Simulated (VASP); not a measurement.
Input of a VASP 6.6.1 run:

The input INCAR:

```
PREC = Accurate
ENCUT = 520
EDIFF = 1E-6
ISMEAR = 0
SIGMA = 0.05
LREAL = F
LASPH = T
NELM = 120
ALGO = Fast
ISIF = 2
LWAVE = F
LCHARG = F
ISPIN = 2
MAGMOM = 4 -4 0 0 0 0
LORBIT = 11
LMAXMIX = 4
LDAU = T
LDAUTYPE = 2
LDAUL = 2 -1
LDAUU = 4 0
LDAUJ = 0 0
LDAUPRINT = 1
GGA = PS
```

Contents of KPOINTS:

```
Automatic mesh
0
Gamma
  5 5 8
```

Contents of POSCAR:

```
MnO2
1.0
    4.3959987700      0.0000000000      0.0000000000
    0.0000000000      4.3959987700      0.0000000000
    0.0000000000      0.0000000000      2.8709991900
Mn O
2 4
Direct
    0.0000000000      0.0000000000      0.0000000000
    0.5000000000      0.5000000000      0.5000000000
    0.3020000000      0.3020000000      0.0000000000
    0.1980000000      0.8020000000      0.5000000000
    0.6980000000      0.6980000000      0.0000000000
    0.8020000000      0.1980000000      0.5000000000
```

Potentials or basis: VASP PAW PBE potentials, release 64 (Mn_pv, O).

The run is started by

```bash
$ cat potpaw_PBE.64/Mn_pv/POTCAR potpaw_PBE.64/O/POTCAR > POTCAR
$ mpirun -np 1 vasp_std > vasp.out
```

(1) Estimate the largest force.

(2) Estimate the pressure.

(3) Predict the site moments.

(4) What does it give for the band gap on the k mesh?

Results:

(1) 0.488 eV/Å.

(2) 1.1 GPa.

(3) Mn +2.93, -2.93; O -0.00, +0.00 μB.

(4) 0.28 eV, direct.

Caveat: the PAW data sets were made with another functional, which shifts forces and pressure a little; an odd mesh through Γ misses points on the zone boundary, where band edges often lie.
